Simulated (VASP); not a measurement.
An input for Ansatz (written as the equivalent of a VASP run, and not itself run):

Ansatz 0.2 input:
```yaml
crystal:
  lattice:
    - [6.4653763, 0.0000000, 0.0000000]
    - [0.0000000, 6.4653763, 0.0000000]
    - [0.0000000, 0.0000000, 6.4459344]
  atoms:
    - { symbol: Mg, position: [1.0000000, 1.0000000, 1.0000000] }
    - { symbol: Mg, position: [0.5000000, 0.5000000, 1.0000000] }
    - { symbol: Te, position: [0.2500000, 0.2500000, 0.2462308] }
    - { symbol: Te, position: [0.7500000, 0.7500000, 0.2462308] }
    - { symbol: Te, position: [0.7500000, 0.2500000, 0.7537692] }
    - { symbol: Te, position: [0.2500000, 0.7500000, 0.7537692] }
    - { symbol: Cd, position: [0.5000000, 1.0000000, 0.5000000] }
    - { symbol: Cd, position: [1.0000000, 0.5000000, 0.5000000] }
kpoints:
  mp_grid: { grid: [4, 4, 4] }
hamiltonian:
  xc: pbesol
  pseudopotentials: { kind: paw }
scf:
  occupations: { method: tetrahedron }
  max_iter: 100
output: { forces: true, stress: true, eigenvalues: true }
```

Q: Write the VASP files for the same calculation (PBEsol).

A: Several could match; the one computed here: 
**POSCAR**
```
Cd2Mg2Te4
1
    6.4653762590     0.0000000000     0.0000000000
    0.0000000000     6.4653762590     0.0000000000
    0.0000000000    -0.0000000000     6.4459343707
Mg Te Cd
2 4 2
Direct
  1.0000000000   1.0000000000   1.0000000000
  0.5000000000   0.5000000000   1.0000000000
  0.2500000000   0.2500000000   0.2462307899
  0.7500000000   0.7500000000   0.2462307899
  0.7500000000   0.2500000000   0.7537692101
  0.2500000000   0.7500000000   0.7537692101
  0.5000000000   1.0000000000   0.5000000000
  1.0000000000   0.5000000000   0.5000000000
```

**INCAR**
```
SYSTEM = Cd2Mg2Te4
PREC = Accurate
ENCUT = 400
EDIFF = 1E-7
NELM = 100
ALGO = Normal
LREAL = .FALSE.
LASPH = .TRUE.
ISMEAR = -5
GGA = PS
LMAXMIX = 4
LWAVE = .FALSE.
LCHARG = .TRUE.
LORBIT = 11
NEDOS = 601
ISIF = 2
LEFG = .TRUE.
```

KPOINTS:
```
K-points
0
gamma
 4 4 4
```

POTCAR, in this order: Mg Te Cd (PBE.64 set). Program: vasp_std.

What does not carry over: each code has its own PAW files, so the cut-off isn't converted (ENCUT is set for VASP's; basis.ecutwfc is left out, and Ansatz then takes the one that its files recommend); Ansatz stops its SCF on the density residual and VASP on the energy change (EDIFF); the field gradients of LEFG aren't asked of the other code.

The structure was generated: Cd2Mg2Te4 was put into an ordered model structure (P-4m2), which need not be its known phase. It was relaxed first.
